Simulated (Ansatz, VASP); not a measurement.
## Ba2SnF6 in VASP and in Ansatz

The input INCAR:

```
PREC     = Accurate       # precision mode
ENCUT    = 600            # plane-wave cutoff, eV
EDIFF    = 1E-6           # SCF threshold, eV
ISMEAR   = 0              # smearing method
SIGMA    = 0.02           # smearing width, eV
LREAL    = F              # projectors in reciprocal space
LASPH    = T              # aspherical terms in the spheres
NELM     = 100            # most SCF steps
ALGO     = Normal         # electronic algorithm
ISIF     = 3              # what is computed and relaxed
LWAVE    = F              # write WAVECAR
LCHARG   = F              # write CHGCAR
GGA      = PE             # functional
IBRION   = 2              # ionic algorithm
NSW      = 100            # ionic steps
EDIFFG   = -0.01          # ionic threshold
```

Contents of KPOINTS:

```
regular mesh
0
Gamma
  6 6 6
```

The input POSCAR:

```
Ba2SnF6
1.0
    0.0000000000      4.3517828661      4.3517828661
    4.3517828661      0.0000000000      4.3517828661
    4.3517828661      4.3517828661      0.0000000000
Ba Sn F
2 1 6
Direct
    0.2500000000      0.2500000000      0.2500000000
    0.7500000000      0.7500000000      0.7500000000
    0.0000000000      0.0000000000      0.0000000000
    0.7384008786      0.2615991214      0.2615991214
    0.2615991214      0.7384008786      0.2615991214
    0.2615991214      0.2615991214      0.7384008786
    0.2615991214      0.7384008786      0.7384008786
    0.7384008786      0.2615991214      0.7384008786
    0.7384008786      0.7384008786      0.2615991214
```

Input for Ansatz:

```yaml
crystal:
  lattice:
    - [0.0, 4.3517828661, 4.3517828661]
    - [4.3517828661, 0.0, 4.3517828661]
    - [4.3517828661, 4.3517828661, 0.0]
  atoms:
    - { symbol: Ba, position: [0.25, 0.25, 0.25] }
    - { symbol: Ba, position: [0.75, 0.75, 0.75] }
    - { symbol: Sn, position: [0.0, 0.0, 0.0] }
    - { symbol: F, position: [0.7384008786, 0.2615991214, 0.2615991214] }
    - { symbol: F, position: [0.2615991214, 0.7384008786, 0.2615991214] }
    - { symbol: F, position: [0.2615991214, 0.2615991214, 0.7384008786] }
    - { symbol: F, position: [0.2615991214, 0.7384008786, 0.7384008786] }
    - { symbol: F, position: [0.7384008786, 0.2615991214, 0.7384008786] }
    - { symbol: F, position: [0.7384008786, 0.7384008786, 0.2615991214] }
basis:
  ecutwfc: 420
kpoints:
  mp_grid: { grid: [6, 6, 6] }
hamiltonian:
  xc: pbe
scf:
  occupations: { method: gaussian, width: 0.02 }
output:
  forces: true
  stress: true
  eigenvalues: true
relax:
  adjacent_minimum: "off"
  f_tol: 0.01
  max_steps: 80
  cell: { stress_tol: 0.05 }
```

Alike in both runs: task relaxation of cell and atoms; functional PBE; k mesh 6 × 6 × 6; occupations gaussian, width 0.02 eV; no spin polarisation.

|  | VASP | Ansatz |
| --- | --- | --- |
| version | VASP 6.6.1 | Ansatz 0.2.0 |
| potentials or method | VASP PAW PBE potentials, release 64 (Ba_sv, Sn_d, F) | scalar-relativistic, plane waves, PAW |
| plane-wave cutoff (eV) | 600 | 420 |
| valence electrons in the cell | 76 | 76 |

|  | VASP | Ansatz | Ansatz less VASP |
| --- | --- | --- | --- |
| gap on the k mesh at the Fermi level, each at its own relaxed structure (eV) | 2.30 | 2.32 | +0.019 |
| relaxed volume (Å³/atom) | 18.40 | 18.31 | -0.086 |
| relaxed cell length with the largest relative difference (Å) | 6.164 | 6.154 | -0.0096 |

Caveats: spin-orbit coupling is left out, which moves the levels of the heavy elements. PBE gaps usually lie below the measured ones, often by a third to a half. A k mesh can miss the band edges.
